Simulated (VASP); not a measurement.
A VASP calculation is set up with these files.

**KPOINTS**
```
Automatic mesh
0
Gamma
15 15 15
0 0 0
```

INCAR:
```
SYSTEM = Li
PREC = Accurate; ENCUT = 520; LREAL = .False.
LASPH = .True.
EDIFF = 1E-7; NELM = 100; ALGO = Normal
ISMEAR = 1; SIGMA = 0.1
GGA = PE; IVDW = 12
ISIF = 2
LWAVE = .False.; LCHARG = .False.
```

File POSCAR:
```
Li
1
   -1.6225510101     1.6225510101     1.6225510101
    1.6225510101    -1.6225510101     1.6225510101
    1.6225510101     1.6225510101    -1.6225510101
Li
1
Direct
  0.0000000000   0.0000000000   0.0000000000
```

POTCAR, in this order: Li_sv (PBE.64 set). Program: vasp_std.

Q: Write an equivalent input for Quantum ESPRESSO's pw.x.

A: One equivalent input (not run):
```
&CONTROL
  calculation = 'scf'
  pseudo_dir = './pseudo'
  outdir = './out'
  tprnfor = .true.
  tstress = .true.
/
&SYSTEM
  ibrav = 0
  nat = 1
  ntyp = 1
  ecutwfc = 74
  occupations = 'smearing'
  smearing = 'methfessel-paxton'
  degauss = 0.00735
  input_dft = 'pbe'
  vdw_corr = 'grimme-d3'
  dftd3_version = 4
  dftd3_threebody = .false.
/
&ELECTRONS
  conv_thr = 7.3e-09
  electron_maxstep = 100
/
ATOMIC_SPECIES
  Li 6.940 Li.upf
CELL_PARAMETERS angstrom
    -1.6225510    1.6225510    1.6225510
     1.6225510   -1.6225510    1.6225510
     1.6225510    1.6225510   -1.6225510
ATOMIC_POSITIONS crystal
  Li   0.0000000  0.0000000  0.0000000
K_POINTS automatic
  15 15 15 0 0 0
```
Limits of the translation: the potentials are each code's own (VASP's PAW set, PseudoDojo norm-conserving files in pw.x), so ENCUT and ecutwfc are chosen apart and not converted; conv_thr bounds pw.x's estimated SCF error, while EDIFF bounds the energy change between steps.

The compound is Li in the bcc structure. This cell is one point of a volume scan, at 0.94 of the reference volume.
